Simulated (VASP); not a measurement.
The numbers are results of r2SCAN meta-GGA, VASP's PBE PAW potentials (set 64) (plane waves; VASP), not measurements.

VASP ran on this input.

**KPOINTS_OPT**
```
k-points along high-symmetry lines
10
Line-mode
Reciprocal
  0.000000   0.000000   0.000000 ! GAMMA
  0.500000   0.000000   0.500000 ! X

  0.500000   0.000000   0.500000 ! X
  0.625000   0.250000   0.625000 ! U

  0.375000   0.375000   0.750000 ! K
  0.000000   0.000000   0.000000 ! GAMMA

  0.000000   0.000000   0.000000 ! GAMMA
  0.500000   0.500000   0.500000 ! L

  0.500000   0.500000   0.500000 ! L
  0.500000   0.250000   0.750000 ! W

  0.500000   0.250000   0.750000 ! W
  0.500000   0.000000   0.500000 ! X
```

KPOINTS:
```
Automatic mesh
0
Gamma
18 18 18
0 0 0
```

POSCAR:
```
Pd
1
   -0.0000000000     1.9571700113     1.9571700113
    1.9571700113     0.0000000000     1.9571700113
    1.9571700113     1.9571700113     0.0000000000
Pd
1
Direct
  0.0000000000   0.0000000000   0.0000000000
```

**INCAR**
```
LCHARG=.FALSE.
LASPH=.TRUE.   ! aspherical one-centre terms
NEDOS=601
LORBIT=11   ! lm-projected
LMAXMIX=4   ! l cut-off of mixed one-centre charges
PREC=Accurate
METAGGA=R2SCAN
SYSTEM=Pd
ALGO=Normal
ENCUT=520   ! plane-wave cut-off (eV)
LREAL=.FALSE.
NELM=100   ! most electronic steps
EDIFF=1E-7
LWAVE=.FALSE.
ISIF=2
ISMEAR=-5
LMIXTAU=.TRUE.
```

POTCAR, in this order: Pd (PBE.64 set). Program: vasp_std.

The resulting files:

**OSZICAR**
```
       N       E                     dE             d eps       ncg     rms          rms(c)
DAV:   1     0.198517068017E+02    0.19852E+02   -0.55715E+03  3574   0.109E+03
DAV:   2    -0.257077879520E+02   -0.45559E+02   -0.44783E+02  3766   0.199E+02
DAV:   3    -0.260668972514E+02   -0.35911E+00   -0.35717E+00  4352   0.213E+01
DAV:   4    -0.260690117836E+02   -0.21145E-02   -0.21088E-02  4467   0.136E+00
DAV:   5    -0.260690372274E+02   -0.25444E-04   -0.25213E-04  4485   0.104E-01    0.844E+00
DAV:   6    -0.227310454241E+02    0.33380E+01   -0.70565E+00  3622   0.247E+01    0.404E+00
DAV:   7    -0.229444179708E+02   -0.21337E+00   -0.83466E-01  3794   0.637E+00    0.242E+00
DAV:   8    -0.229411371164E+02    0.32809E-02   -0.25237E-02  3629   0.126E+00    0.308E-01
DAV:   9    -0.229463739253E+02   -0.52368E-02   -0.63809E-03  4110   0.711E-01    0.103E-01
DAV:  10    -0.229465502395E+02   -0.17631E-03   -0.80771E-04  4131   0.258E-01    0.445E-02
DAV:  11    -0.229465284998E+02    0.21740E-04   -0.31172E-04  4992   0.125E-01    0.408E-02
DAV:  12    -0.229465649568E+02   -0.36457E-04   -0.53361E-05  3709   0.715E-02    0.167E-02
DAV:  13    -0.229465914605E+02   -0.26504E-04   -0.34062E-05  3759   0.440E-02    0.251E-03
DAV:  14    -0.229465998982E+02   -0.84377E-05   -0.54675E-06  3747   0.159E-02    0.158E-03
DAV:  15    -0.229465984559E+02    0.14423E-05   -0.35702E-07  3992   0.544E-03    0.951E-04
DAV:  16    -0.229465983669E+02    0.88982E-07   -0.60504E-08  2088   0.259E-03
   1 F= -.22946598E+02 E0= -.22946598E+02  d E =0.000000E+00
       N       E                     dE             ncg
```

File OUTCAR:
```
------------------------ aborting loop because EDIFF is reached ----------------------------------------
  FORCE on cell =-STRESS in cart. coord.  units (eV):
  Direction    XX          YY          ZZ          XY          YZ          ZX
  --------------------------------------------------------------------------------------
  Total       -0.0249569     -0.0249569     -0.0249569      0.0000000      0.0000000     -0.0000000
  in kB       -2.6667703     -2.6667703     -2.6667703      0.0000000      0.0000000     -0.0000000
  external PRESSURE =      -2.6667703 kB  Pullay stress =       0.0000000 kB
  volume of cell :       14.99
      direct lattice vectors                 reciprocal lattice vectors
     0.000000000  1.957170011  1.957170011    -0.255470908  0.255470908  0.255470908
     1.957170011  0.000000000  1.957170011     0.255470908 -0.255470908  0.255470908
     1.957170011  1.957170011  0.000000000     0.255470908  0.255470908 -0.255470908
 POSITION                                       TOTAL-FORCE (eV/Angst)
 -----------------------------------------------------------------------------------
      0.00000      0.00000      0.00000         0.000000      0.000000      0.000000
 -----------------------------------------------------------------------------------
    total drift:                               -0.000000      0.000000      0.000000
  FREE ENERGIE OF THE ION-ELECTRON SYSTEM (eV)
  ---------------------------------------------------
  free  energy   TOTEN  =       -22.9465983669 eV

  energy  without entropy=      -22.9465983669  energy(sigma->0) =      -22.94659837

 total charge

# of ion       s       p       d       tot
------------------------------------------
    1        0.505   0.444   8.499   9.448
```
(Selected blocks of OUTCAR.)

### OUTCAR
```
 val. band max:        9.3689088741   @ k =   0.5000   0.4444   0.0000

 cond. band min:       9.1454856510   @ k =   0.3333   0.3333   0.0000


 Fermi energy:         9.3252292307

 k-point     1 :       0.0000    0.0000    0.0000
  band No.  band energies     occupation
      1       2.2786      2.00000
      2       6.5004      2.00000
      3       6.5004      2.00000
      4       6.5004      2.00000
      5       8.0676      2.00000
      6       8.0676      2.00000
      7      27.3478      0.00000
      8      31.8728      0.00000
      9      32.2383      0.00000

 k-point     2 :       0.0556    0.0000    0.0000
  band No.  band energies     occupation
      1       2.3934      2.00000
      2       6.4604      2.00000
      3       6.5401      2.00000
      4       6.5401      2.00000
      5       8.0489      2.00000
      6       8.0489      2.00000
      7      27.4634      0.00000
      8      31.4272      0.00000
      9      31.9199      0.00000

 k-point     3 :       0.1111    0.0000    0.0000
  band No.  band energies     occupation
      1       2.7248      2.00000
      2       6.3617      2.00000
      3       6.6432      2.00000
      4       6.6432      2.00000
      5       8.0107      2.00000
      6       8.0107      2.00000
      7      27.7057      0.00000
      8      29.8616      0.00000
      9      31.8939      0.00000

 k-point     4 :       0.1667    0.0000    0.0000
  band No.  band energies     occupation
      1       3.2215      2.00000
      2       6.2752      2.00000
      3       6.7564      2.00000
      4       6.7564      2.00000
      5       8.0095      2.00000
      6       8.0095      2.00000
      7      27.2833      0.00000
      8      28.7052      0.00000
      9      31.8899      0.00000

 k-point     5 :       0.2222    0.0000    0.0000
  band No.  band energies     occupation
      1       3.7532      2.00000
      2       6.3533      2.00000
      3       6.7996      2.00000
...
```

For a metal the tetrahedron method with Blöchl corrections gives inexact stress and forces.

The compound is Pd in the fcc structure. It was relaxed first.
